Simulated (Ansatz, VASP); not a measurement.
# BaLiCl3 in two plane-wave programs

One calculation is typed for both programs; each brings its own data sets. How far apart do they land? The cell is generated by rule, not measured, and may not be a known phase. The cell is taken from a series of runs on this material, whose earlier steps may have relaxed, scaled, displaced or heated it; both programs get it as it stands.

Method: plane waves, with VASP 6.6.1 beside it; zone-centre phonons at PBEsol, in Ansatz 0.2.0.

The structure was built from a prototype and need not be the compound's stable phase.

## 1. Starting point

Symmetry: Pm-3m, No. 221, cubic system. Conventional cell: a = 4.792 Å, b = 4.792 Å, c = 4.792 Å, α = 90.00°, β = 90.00°, γ = 90.00°. Ba has 12 Cl at 3.39 Å nearest. Nearest to Li lie 6 Cl at 2.40 Å. Nearest to Cl lie 2 Li at 2.40 Å and 4 Ba at 3.39 Å. Farther neighbours and most contacts between anions are not listed.

## 2. VASP: zone-centre phonons, PBEsol

Second derivatives magnify differences that forces hide, and they need a tight electronic threshold.

Lines of VASP's logs that name or quote its potential files are left out, and so is its time.

INCAR

```
SYSTEM = BaLiCl3
PREC = Accurate
ENCUT = 750
EDIFF = 1E-08
NELM = 120
ISMEAR = 0
SIGMA = 0.01
LREAL = .FALSE.
ALGO = Normal
GGA = PS
NBANDS = 23
LORBIT = 11
LWAVE = .FALSE.
LCHARG = .FALSE.
ISIF = 2
IBRION = 8
LASPH = .TRUE.
GGA_COMPAT = .FALSE.
EFERMI = MIDGAP
KPAR = 2
```

POSCAR

```
BaLiCl3
1.0
    4.7920317519      0.0000000000      0.0000000000
    0.0000000000      4.7920317519      0.0000000000
    0.0000000000      0.0000000000      4.7920317519
Ba Li Cl
1 1 3
Direct
    0.0000000000      0.0000000000      0.0000000000
    0.5000000000      0.5000000000      0.5000000000
    0.0000000000      0.5000000000      0.5000000000
    0.5000000000      0.5000000000      0.0000000000
    0.5000000000      0.0000000000      0.5000000000
```

KPOINTS

```
Automatic mesh
0
Gamma
4 4 4
0 0 0
```

PAW data sets: Ba_sv, Li_sv and Cl (PBE family, release 64).

Run with:

```console
> mpirun -np 2 vasp_std
```

Numbers of over 12 decimals in the logs are rounded to 6 here.

Output:

```text
[banner, memory and clock lines left out]
running    2 mpi-ranks, on    1 nodes
 distrk:  each k-point on    1 cores,    2 groups
 distr:  one band on    1 cores,    1 groups

 POSCAR found type information on POSCAR BaLiCl
 POSCAR found :  3 types and       5 ions
|                                                                             |
|               ----> ADVICE to this user running VASP <----                  |
|                                                                             |
|     You enforced a specific xc type in the INCAR file but a different       |
|     [... a line on the potential file left out ...]
|     I HOPE YOU KNOW WHAT YOU ARE DOING!                                     |
|                                                                             |

 LDA part: xc-table for (Slater+PW92), standard interpolation
 POSCAR, INCAR and KPOINTS ok, starting setup
 FFT: planning ... GRIDC
 FFT: planning ... GRID_SOFT
 FFT: planning ... GRID
 WAVECAR not read
 entering main loop
       N       E                     dE             d eps       ncg     rms          rms(c)
DAV:   1     0.281907332620E+03    0.28191E+03   -0.19403E+04   460   0.182E+03
DAV:   2     0.181194146588E+01   -0.28010E+03   -0.26868E+03   640   0.306E+02
DAV:   3    -0.204264873796E+02   -0.22238E+02   -0.22157E+02   728   0.860E+01
DAV:   4    -0.215360986846E+02   -0.11096E+01   -0.11088E+01   772   0.148E+01
DAV:   5    -0.215818188499E+02   -0.45720E-01   -0.45719E-01   665   0.200E+00    0.492E+00
DAV:   6    -0.212418360222E+02    0.33998E+00   -0.55653E-01   572   0.362E+00    0.343E+00
DAV:   7    -0.211790932012E+02    0.62743E-01   -0.26178E-01   576   0.265E+00    0.140E+00
DAV:   8    -0.211778319622E+02    0.12612E-02   -0.44244E-02   602   0.117E+00    0.174E-01
DAV:   9    -0.211780187174E+02   -0.18676E-03   -0.28407E-03   701   0.280E-01    0.819E-02
DAV:  10    -0.211781369272E+02   -0.11821E-03   -0.59325E-04   552   0.143E-01    0.142E-02
DAV:  11    -0.211781466403E+02   -0.97131E-05   -0.61501E-05   732   0.300E-02    0.121E-02
DAV:  12    -0.211781470378E+02   -0.39748E-06   -0.20887E-06   587   0.817E-03    0.652E-03
DAV:  13    -0.211781479553E+02   -0.91749E-06   -0.15843E-06   617   0.746E-03    0.718E-04
DAV:  14    -0.211781479820E+02   -0.26708E-07   -0.12158E-07   637   0.173E-03    0.794E-04
DAV:  15    -0.211781479479E+02    0.34039E-07   -0.15251E-08   401   0.737E-04    0.174E-04
DAV:  16    -0.211781479358E+02    0.12102E-07   -0.19035E-09   335   0.264E-04    0.592E-05
DAV:  17    -0.211781479370E+02   -0.11528E-08   -0.35474E-10   328   0.116E-04
   1 F= -.21178148E+02 E0= -.21178148E+02  d E =0.000000E+00
 Linear response reoptimize wavefunctions to high precision
DAV:   1    -0.211781479367E+02    0.26148E-09   -0.13847E-10   335   0.676E-05
DAV:   2    -0.211781479367E+02    0.22737E-11   -0.11642E-10   321   0.441E-05
 Linear response DOF=           4
 Linear response progress:
  Degree of freedom:   1/  4
       N       E                     dE             d eps       ncg     rms          rms(c)
RMM:   1    -0.202872476598E+00   -0.20287E+00    0.12677E-01  1562   0.173E+00
RMM:   2    -0.210677931641E+00   -0.78055E-02   -0.24519E-02  1466   0.397E-01    0.914E-02
RMM:   3    -0.211395368950E+00   -0.71744E-03   -0.20557E-03  1583   0.128E-01    0.617E-02
RMM:   4    -0.211751766946E+00   -0.35640E-03   -0.27097E-04  1554   0.726E-02    0.134E-02
RMM:   5    -0.211824048916E+00   -0.72282E-04   -0.29508E-05  1673   0.205E-02    0.882E-03
RMM:   6    -0.211929054090E+00   -0.10501E-03   -0.47778E-06  1645   0.103E-02    0.175E-03
RMM:   7    -0.211919456276E+00    0.95978E-05   -0.82056E-07  1746   0.313E-03    0.113E-03
RMM:   8    -0.211933267407E+00   -0.13811E-04    0.18796E-07  1754   0.167E-03    0.189E-04
RMM:   9    -0.211932071929E+00    0.11955E-05    0.26518E-08  1813   0.652E-04    0.111E-04
RMM:  10    -0.211932105444E+00   -0.33515E-07    0.13146E-07  1882   0.302E-04    0.320E-05
RMM:  11    -0.211932228203E+00   -0.12276E-06   -0.60353E-08  1872   0.144E-04    0.189E-05
RMM:  12    -0.211932266308E+00   -0.38105E-07    0.54518E-08  1849   0.727E-05    0.524E-06
RMM:  13    -0.211932291681E+00   -0.25374E-07   -0.15926E-08  1860   0.388E-05    0.274E-06
RMM:  14    -0.211932295285E+00   -0.36032E-08    0.12805E-08  1671   0.214E-05    0.365E-06
 first order change of Fermi-energy  -0.15667E-04
 force on displaced ion       1 direction 1 :  -0.571   0.000   0.000
 Linear response progress:
  Degree of freedom:   2/  4
       N       E                     dE             d eps       ncg     rms          rms(c)
RMM:   1    -0.162915720098E+00   -0.16292E+00    0.26505E+00  1333   0.122E+01
RMM:   2    -0.166135841402E+00   -0.32201E-02   -0.22027E-02  1622   0.537E-01    0.108E-01
RMM:   3    -0.166002118684E+00    0.13372E-03   -0.44368E-03  1603   0.239E-01    0.509E-02
RMM:   4    -0.165945469756E+00    0.56649E-04   -0.61853E-04  1608   0.902E-02    0.181E-02
RMM:   5    -0.166007058461E+00   -0.61589E-04   -0.35738E-04  1684   0.580E-02    0.496E-03
RMM:   6    -0.166095300329E+00   -0.88242E-04   -0.24028E-04  1705   0.419E-02    0.269E-03
RMM:   7    -0.166190526928E+00   -0.95227E-04   -0.15200E-04  1673   0.355E-02    0.876E-04
RMM:   8    -0.166222939344E+00   -0.32412E-04   -0.13224E-04  1671   0.303E-02    0.488E-04
RMM:   9    -0.166228559651E+00   -0.56203E-05   -0.11460E-04  1778   0.272E-02    0.474E-04
RMM:  10    -0.166235529048E+00   -0.69694E-05   -0.10275E-04  1783   0.254E-02    0.624E-04
RMM:  11    -0.166230887256E+00    0.46418E-05   -0.89540E-05  1639   0.241E-02    0.145E-03
RMM:  12    -0.166249606160E+00   -0.18719E-04   -0.82396E-05  1706   0.231E-02    0.246E-04
RMM:  13    -0.166253667521E+00   -0.40614E-05   -0.74344E-05  1698   0.210E-02    0.374E-04
RMM:  14    -0.166254103712E+00   -0.43619E-06   -0.69472E-05  1712   0.200E-02    0.203E-04
[...]
RMM:  23    -0.166264289439E+00   -0.12517E-05   -0.38186E-05  1906   0.117E-02    0.716E-04
RMM:  24    -0.166264703365E+00   -0.41393E-06   -0.35672E-05  2048   0.110E-02    0.796E-04
RMM:  25    -0.166265313225E+00   -0.60986E-06   -0.33846E-05  1676   0.104E-02    0.843E-04
RMM:  26    -0.166265825867E+00   -0.51264E-06   -0.32455E-05  1608   0.100E-02    0.891E-04
RMM:  27    -0.166266218222E+00   -0.39236E-06   -0.31030E-05  1664   0.965E-03    0.972E-04
RMM:  28    -0.166266400721E+00   -0.18250E-06   -0.29405E-05  1959   0.922E-03    0.103E-03
RMM:  29    -0.166266909609E+00   -0.50889E-06   -0.28367E-05  1567   0.887E-03    0.110E-03
RMM:  30    -0.166267428707E+00   -0.51910E-06   -0.26846E-05  1151   0.853E-03    0.115E-03
 first order change of Fermi-energy  -0.14843E-04
 force on displaced ion       2 direction 1 :  -2.624   0.000  -0.000
 Linear response progress:
  Degree of freedom:   3/  4
       N       E                     dE             d eps       ncg     rms          rms(c)
RMM:   1    -0.203761351970E+00   -0.20376E+00    0.23034E-03  1637   0.202E+00
RMM:   2    -0.203093030929E+00    0.66832E-03   -0.51485E-03  1502   0.293E-01    0.540E-02
RMM:   3    -0.203824381921E+00   -0.73135E-03   -0.15164E-03  1554   0.109E-01    0.403E-02
RMM:   4    -0.204248662535E+00   -0.42428E-03   -0.23660E-04  1571   0.512E-02    0.120E-02
RMM:   5    -0.204339290187E+00   -0.90628E-04   -0.55037E-05  1714   0.204E-02    0.803E-03
RMM:   6    -0.204326432037E+00    0.12858E-04    0.39630E-05  1571   0.110E-02    0.277E-03
RMM:   7    -0.204344516145E+00   -0.18084E-04   -0.10007E-04  1703   0.485E-03    0.763E-04
RMM:   8    -0.204346182987E+00   -0.16668E-05    0.11521E-05  1763   0.226E-03    0.549E-04
RMM:   9    -0.204345870238E+00    0.31275E-06   -0.32760E-05  1850   0.115E-03    0.138E-04
RMM:  10    -0.204346605141E+00   -0.73490E-06   -0.66700E-06  1764   0.597E-04    0.116E-04
RMM:  11    -0.204346936806E+00   -0.33166E-06   -0.10547E-05  1820   0.356E-04    0.117E-05
RMM:  12    -0.204346806050E+00    0.13076E-06   -0.16755E-06  1821   0.186E-04    0.393E-05
RMM:  13    -0.204346879524E+00   -0.73474E-07   -0.48080E-06  1820   0.110E-04    0.148E-05
RMM:  14    -0.204346902612E+00   -0.23088E-07   -0.70285E-07  1747   0.574E-05    0.200E-05
RMM:  15    -0.204346805421E+00    0.97191E-07   -0.13421E-06  1578   0.399E-05    0.312E-05
RMM:  16    -0.204347015659E+00   -0.21024E-06   -0.31270E-07  1670   0.382E-05    0.208E-05
RMM:  17    -0.204347402371E+00   -0.38671E-06   -0.15166E-07  1946   0.487E-05    0.654E-05
RMM:  18    -0.204347287896E+00    0.11448E-06    0.41854E-07  1597   0.180E-05    0.394E-05
RMM:  19    -0.204347203032E+00    0.84864E-07   -0.21000E-07  1593   0.129E-05    0.219E-05
RMM:  20    -0.204347139517E+00    0.63515E-07   -0.13300E-07  1622   0.100E-05    0.109E-05
RMM:  21    -0.204347126284E+00    0.13233E-07   -0.12917E-07  1528   0.491E-06    0.769E-06
RMM:  22    -0.204347127504E+00   -0.12202E-08   -0.41810E-08  1096   0.294E-06    0.749E-06
 first order change of Fermi-energy  -0.17437E-03
 force on displaced ion       3 direction 1 :  -5.572  -0.000   0.000
 Linear response progress:
  Degree of freedom:   4/  4
       N       E                     dE             d eps       ncg     rms          rms(c)
RMM:   1    -0.203423013535E+00   -0.20342E+00   -0.48326E-03  2552   0.200E+00
RMM:   2    -0.202105694290E+00    0.13173E-02   -0.44251E-03  2156   0.299E-01    0.570E-02
RMM:   3    -0.202639446051E+00   -0.53375E-03   -0.44792E-04  2261   0.789E-02    0.271E-02
RMM:   4    -0.203144579641E+00   -0.50513E-03   -0.19478E-04  2345   0.483E-02    0.115E-02
RMM:   5    -0.203091750515E+00    0.52829E-04   -0.45378E-05  2594   0.207E-02    0.848E-03
RMM:   6    -0.203111041258E+00   -0.19291E-04   -0.17104E-05  2688   0.887E-03    0.336E-03
RMM:   7    -0.203134463571E+00   -0.23422E-04    0.11128E-04  2635   0.439E-03    0.332E-03
RMM:   8    -0.203139502171E+00   -0.50386E-05    0.51575E-05  2691   0.250E-03    0.962E-04
RMM:   9    -0.203138082111E+00    0.14201E-05    0.62309E-05  2873   0.113E-03    0.971E-04
RMM:  10    -0.203138465674E+00   -0.38356E-06    0.83130E-06  2769   0.642E-04    0.260E-04
RMM:  11    -0.203138885962E+00   -0.42029E-06    0.19058E-05  2853   0.318E-04    0.144E-04
RMM:  12    -0.203138857854E+00    0.28108E-07    0.45410E-06  2977   0.168E-04    0.686E-05
RMM:  13    -0.203138878163E+00   -0.20309E-07    0.41918E-06  2840   0.841E-05    0.333E-05
RMM:  14    -0.203138868340E+00    0.98223E-08    0.11798E-06  2861   0.475E-05    0.398E-06
RMM:  15    -0.203138872229E+00   -0.38887E-08    0.11017E-06  2599   0.249E-05    0.120E-05
RMM:  16    -0.203138877678E+00   -0.54491E-08    0.32609E-07  2506   0.157E-05    0.691E-06
RMM:  17    -0.203138879699E+00   -0.20211E-08    0.34756E-07  2089   0.915E-06    0.969E-07
RMM:  18    -0.203138879982E+00   -0.28287E-09    0.67604E-08  1914   0.601E-06    0.233E-06
 first order change of Fermi-energy   0.74460E-04
 force on displaced ion       3 direction 2 :   0.000  -1.478   0.000
 Linear response finished
```

(Continued in part 2 of 3.)

[Lines on the potential files, build, host, timing and source positions are cut from VASP's logs without a mark.]

[Logs are printed without paths, hosts, clocks, repeated set-up lines and the standing remarks that a program may print on its own settings, such as how far it seeks lower states.]

[Hosts, paths, dates, database ids (printed as entryN), source tags and the programs' standing remarks are cut or masked in the printed files.]
